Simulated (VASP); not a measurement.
# F3TiCl in VASP: settings compared, part 2 of 2

VASP 6.6.1. Earlier steps stand in the parts before.

### 5 Electron localisation function, PBE

Contents of INCAR:

```
SYSTEM = TiClF3
PREC = Accurate
ENCUT = 520
EDIFF = 1E-6
ISMEAR = 0
SIGMA = 0.01
LREAL = .False.
LASPH = .True.
NELM = 60
ALGO = Normal
ISIF = 2
LWAVE = .False.
LCHARG = .True.
GGA = PE
LELF = .True.
```

Contents of KPOINTS:

```
Automatic mesh
0
Gamma
  1 1 1
  0 0 0
```

Contents of POSCAR:

```
TiClF3
1.0
   12.0000000000      0.0000000000      0.0000000000
    0.0000000000     13.0000000000      0.0000000000
    0.0000000000      0.0000000000     12.0000000000
F Ti Cl
3 1 1
Direct
    0.3956500000      0.4322000000      0.6178875000
    0.6065166700      0.4117153800      0.5144291700
    0.4094500000      0.3858615400      0.3877791700
    0.4704500000      0.4539153800      0.4962958300
    0.4701250000      0.6173692300      0.4576375000
```

Potentials or basis: VASP PAW PBE potentials, release 64 (F, Ti_sv, Cl).

Run with:

```
$ cat potpaw_PBE.64/F/POTCAR potpaw_PBE.64/Ti_sv/POTCAR potpaw_PBE.64/Cl/POTCAR > POTCAR
$ mpirun -np 1 vasp_gam > vasp.out
```

OUTCAR:

```text
SYSTEM = TiClF3
   PREC = Accurate
   ENCUT = 520
   EDIFF = 1E-6
   ISMEAR = 0
   LREAL = .False.
   LASPH = .True.
   NELM = 60
   ISIF = 2
   GGA = PE

 ion  position               nearest neighbor table
   1  0.396  0.432  0.618-   4 1.74
   2  0.607  0.412  0.514-   4 1.74
   3  0.409  0.386  0.388-   4 1.74
   4  0.470  0.454  0.496-   3 1.74   2 1.74   1 1.74   5 2.17
   5  0.470  0.617  0.458-   4 2.17

  LATTYP: Found a simple tetragonal cell.
 ALAT       =    12.0000000000
 C/A-ratio  =     1.0833333333

  Lattice vectors:

 A1 = ( -12.0000000000,   0.0000000000,   0.0000000000)
 A2 = (   0.0000000000,   0.0000000000,  12.0000000000)
 A3 = (   0.0000000000,  13.0000000000,   0.0000000000)

Analysis of symmetry for initial positions (statically):
=====================================================================
 Subroutine PRICEL returns:
 Original cell was already a primitive cell.

 Routine SETGRP: Setting up the symmetry group for a
 simple tetragonal supercell.

 Subroutine GETGRP returns: Found  1 space group operations
 (whereof  1 operations were pure point group operations)
 out of a pool of 16 trial point group operations.

The static configuration has the point symmetry C_1 .

Analysis of symmetry for dynamics (positions and initial velocities):
=====================================================================
 Subroutine PRICEL returns:
 Original cell was already a primitive cell.

 Routine SETGRP: Setting up the symmetry group for a
 simple tetragonal supercell.

 Subroutine GETGRP returns: Found  1 space group operations
 (whereof  1 operations were pure point group operations)
 out of a pool of 16 trial point group operations.

The dynamic configuration has the point symmetry C_1 .

 Subroutine INISYM returns: Found  1 space group operations
 (whereof  1 operations are pure point group operations),
 and found     1 'primitive' translations

----------------------------------------------------------------------------------------

                                     Primitive cell

  volume of cell :    1872.0000

  direct lattice vectors                    reciprocal lattice vectors
    12.000000000  0.000000000  0.000000000     0.083333333  0.000000000  0.000000000
     0.000000000 13.000000000  0.000000000     0.000000000  0.076923077  0.000000000
     0.000000000  0.000000000 12.000000000     0.000000000  0.000000000  0.083333333

  length of vectors
    12.000000000 13.000000000 12.000000000     0.083333333  0.076923077  0.083333333

  position of ions in fractional coordinates (direct lattice)
     0.395650000  0.432200000  0.617887500
     0.606516670  0.411715380  0.514429170
     0.409450000  0.385861540  0.387779170
     0.470450000  0.453915380  0.496295830
     0.470125000  0.617369230  0.457637500

  ion indices of the primitive-cell ions
   primitive index   ion index
                 1           1
                 2           2
                 3           3
                 4           4
                 5           5

----------------------------------------------------------------------------------------

 KPOINTS: Automatic mesh

Automatic generation of k-mesh.
 Grid dimensions read from file:
 generate k-points for:    1    1    1

 Generating k-lattice:

  Cartesian coordinates                     Fractional coordinates (reciprocal lattice)
     0.083333333  0.000000000  0.000000000     1.000000000  0.000000000  0.000000000
     0.000000000  0.076923077  0.000000000     0.000000000  1.000000000  0.000000000
     0.000000000  0.000000000  0.083333333     0.000000000  0.000000000  1.000000000

  Length of vectors
     0.083333333  0.076923077  0.083333333

  Shift w.r.t. Gamma in fractional coordinates (k-lattice)
     0.000000000  0.000000000  0.000000000

 Subroutine IBZKPT returns following result:
 ===========================================

 Found      1 irreducible k-points:

 Following reciprocal coordinates:
            Coordinates               Weight
  0.000000  0.000000  0.000000      1.000000
   k-points           NKPTS =      1   k-points in BZ     NKDIM =      1   number of bands    NBANDS=     24
   number of dos      NEDOS =    301   number of ions     NIONS =      5
   total plane-waves  NPLWV = 793800
   dimension x,y,z NGX =    90 NGY =   98 NGZ =   90
   dimension x,y,z NGXF=   180 NGYF=  196 NGZF=  180
   ions per type =               3   1   1
   NGX,Y,Z   is equivalent  to a cutoff of  12.47, 12.53, 12.47 a.u.
   NGXF,Y,Z  is equivalent  to a cutoff of  24.94, 25.06, 24.94 a.u.
 SYSTEM =  TiClF3
   PREC   = accura    normal or accurate (medium, high low for compatibility)
   ISTART =      0    job   : 0-new  1-cont  2-samecut
   ICHARG =      2    charge: 1-file 2-atom 10-const
   ISPIN  =      1    spin polarized calculation?
   LNONCOLLINEAR =      F non collinear calculations
   LSORBIT =      F    spin-orbit coupling
   LASPH  =      T    aspherical Exc in radial PAW
   ENCUT  =  520.0 eV  38.22 Ry    6.18 a.u.  22.31 24.17 22.31*2*pi/ulx,y,z
   NELM   =     60;   NELMIN=  2; NELMDL= -5     # of ELM steps
   EDIFF  = 0.1E-05   stopping-criterion for ELM
   LREAL  =      F    real-space projection
   EDIFFG = 0.1E-04   stopping-criterion for IOM
   NSW    =      0    number of steps for IOM
   IBRION =     -1    ionic relax: 0-MD 1-quasi-New 2-CG
   NFREE  =      0    steps in history (QN), initial steepest desc. (CG)
   ISIF   =      2    stress and relaxation
   ISYM   =      2    0-nonsym 1-usesym 2-fastsym
   POTIM  = 0.5000    time-step for ionic-motion
   TEBEG  =    0.0;   TEEND  =   0.0 temperature during run
   PSTRESS=    0.0 pullay stress
   NELECT =      40.0000    total number of electrons
   NUPDOWN=      -1.0000    fix difference up-down
   EMIN   =  10.00;   EMAX   =-10.00  energy-range for DOS
   EFERMI =   0.00;   METHOD = LEGACY
   ISMEAR =     0;   SIGMA  =   0.01  broadening in eV -4-tet -1-fermi 0-gaus
   EFERMI_NEDOS =   21; number of points for ismear=-14 and -15
   IALGO  =     38    algorithm
   IMIX   =      4    mixing-type and parameters
     AMIX     =   0.40;   BMIX     =  1.00
     AMIX_MAG =   1.60;   BMIX_MAG =  1.00
  volume/ion in A,a.u.               =     374.40      2526.58
  Fermi-wavevector in a.u.,A,eV,Ry     =   0.454283  0.858470  2.807872  0.206373
  Thomas-Fermi vector in A             =   1.437199
   LORBIT       =      0    0 simple, 1 ext, 2 COOP (PROOUT), +10 PAW based schemes
   GGA     = PE    functional components
   LHFCALC =     F    Hartree Fock is set to
   AEXX    =    0.0000 exact exchange contribution
   IVDW    =     0    specifies the selected vdW correction
   LEPSILON=     F    determine dielectric tensor
   LRPA    =     F    only Hartree local field effects (RPA)
 non-spin polarized calculation
 Gauss-broadening in eV      SIGMA  =   0.01
  energy-cutoff  :      520.00
  volume of cell :     1872.00
 maximum number of plane-waves:     25235
 NGX is ok and might be reduce to    90
   NGX = 45   NGY = 49   NGZ = 45

 number of electron      40.0000006 magnetization

 Free energy of the ion-electron system (eV)
  ---------------------------------------------------
  ext. energy  EPLUGINS =         0.00000000
  ---------------------------------------------------
  free energy    TOTEN  =       -29.35963656 eV

  energy without entropy =      -29.35963656  energy(sigma->0) =      -29.35963656

 E-fermi :  -8.3077     XC(G=0):  -0.7580

 val. band max:       -8.4207728878   @ k =   0.0000   0.0000   0.0000
 cond. band min:      -3.8409785657   @ k =   0.0000   0.0000   0.0000
 fundamental gap:      4.5797943221
 Fermi energy:        -8.3076540894

 k-point     1 :       0.0000    0.0000    0.0000
  band No.  band energies     occupation
      1     -64.0199      2.00000
      2     -40.5898      2.00000
      3     -40.5897      2.00000
      4     -40.2922      2.00000
      5     -29.3145      2.00000
      6     -28.9944      2.00000
[... 16 lines left out ...]
     23      -3.0293      0.00000
     24      -2.4707      0.00000

------------------------ aborting loop because EDIFF is reached ----------------------------------------

  FORCE on cell =-STRESS in cart. coord.  units (eV):
  Direction    XX          YY          ZZ          XY          YZ          ZX
  --------------------------------------------------------------------------------------
  -------------------------------------------------------------------------------------
  Total        2.1368755      1.2912629      2.0950902      0.0003794      0.1844725      0.0005315
  in kB        1.8288747      1.1051453      1.7931122      0.0003247      0.1578833      0.0004549
  external PRESSURE =       1.5757108 kB  Pullay stress =       0.0000000 kB

 VOLUME and BASIS-vectors are now :
 -----------------------------------------------------------------------------
  energy-cutoff  :      520.00
  volume of cell :     1872.00
      direct lattice vectors                 reciprocal lattice vectors
    12.000000000  0.000000000  0.000000000     0.083333333  0.000000000  0.000000000
     0.000000000 13.000000000  0.000000000     0.000000000  0.076923077  0.000000000
     0.000000000  0.000000000 12.000000000     0.000000000  0.000000000  0.083333333

 POSITION                                       TOTAL-FORCE (eV/Angst)
 -----------------------------------------------------------------------------------
      4.74780      5.61860      7.41465        -0.508765     -0.165289      0.832804
      7.27820      5.35230      6.17315         0.932692     -0.317731      0.124305
      4.91340      5.01620      4.65335        -0.418078     -0.508363     -0.741946
      5.64540      5.90090      5.95555        -0.005036      0.630050     -0.136909
      5.64150      8.02580      5.49165        -0.000814      0.361333     -0.078254
 -----------------------------------------------------------------------------------
    total drift:                                0.001528     -0.004024     -0.000862

  FREE ENERGIE OF THE ION-ELECTRON SYSTEM (eV)
  ---------------------------------------------------
  free  energy   TOTEN  =       -29.3596365583 eV

  energy  without entropy=      -29.3596365583  energy(sigma->0) =      -29.35963656
```

Run time: 4.7 min. Hardware: 1 thread of AMD EPYC 7R43 (Zen 3), shared host; peak memory 1.3 GiB.

What came out:

| Item | Value |
| --- | --- |
| Free energy | -29.3596 eV |
| Largest force | 0.993 eV/Å |
| Gap between the frontier levels | 4.58 eV |

Forces in eV/Å, atoms in the order of the input:
```
F   -0.509 -0.165  0.833
F    0.933 -0.318  0.124
F   -0.418 -0.508 -0.742
Ti  -0.005  0.630 -0.137
Cl  -0.001  0.361 -0.078
```

Levels at points of the mesh, in eV from the valence-band top:
```csv
k point,band 16,band 17,band 18,band 19,band 20,band 21,band 22,band 23,band 24
"(0.00, 0.00, 0.00)",-1.99,-1.72,-1.09,0.00,0.00,4.58,4.58,5.39,5.95
```

### 6 For comparison

An earlier run on the cell as given: functional PBE; potentials or basis VASP PAW PBE potentials, release 64 (F, Ti_sv, Cl); cutoff 520 eV; k mesh 1 × 1 × 1; occupations gaussian, width 0.01 eV; no spin polarisation.

* Largest force: 0.993 eV/Å
* Gap between the frontier levels: 4.58 eV

### 7 Summary

| task | level | cell | gap on the mesh (eV) | largest force (eV/Å) |
| --- | --- | --- | --- | --- |
| single point | PBE | atoms moved at random, drawn with an rms of 0.05 Å | 4.59 | 2.50 |
| relaxation of the atoms | PBE | atoms relaxed from: atoms moved at random, drawn with an rms of 0.02 Å | 4.38 | 0.01 |
| atomic charges | PBE+TS | as given | 4.58 | 1.01 |
| electron localisation function | PBE | as given | 4.58 | 0.99 |
| single point | PBE | as given | 4.58 | 0.99 |

Alike in all rows: potentials or basis VASP PAW PBE potentials, release 64 (F, Ti_sv, Cl); no spin polarisation; k mesh 1 × 1 × 1; cutoff (eV) 520; smearing gaussian 0.01 eV.

On the cell as given the gap runs from 4.58 eV (PBE+TS) to 4.58 eV (PBE+TS).

Total energies depend on the potentials used, so only differences within one code and one set of settings carry meaning.
